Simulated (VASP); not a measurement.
Data:

```xyz
2
Lattice="1.3497 -2.3378 0.0000 1.3497 2.3378 0.0000 0.0000 0.0000 4.2598" Properties=species:S:1:pos:R:3 pbc="T T T"
Ru     1.3497     0.7793     1.0650
Ru     1.3497    -0.7793     3.1949
```

Computed with PBE GGA with D3 dispersion (Becke-Johnson damping), VASP's PBE PAW potentials (set 64) (plane waves; VASP 6.6.1). Numerical set-up: 520 eV cut-off, Gaussian smearing of 0.050 eV, potentials Ru_pv.

Q: Predict the band gap (along the path) with the smallest direct gap where there is one.

A: 
| Quantity | Result |
|---|---|
| band gap (along the path) | none (metal, semimetal or under 0.01 eV) |

Total energies compare only between runs with the same potentials, cut-off and functional.

The compound is Ru in the hcp structure. It was relaxed first.
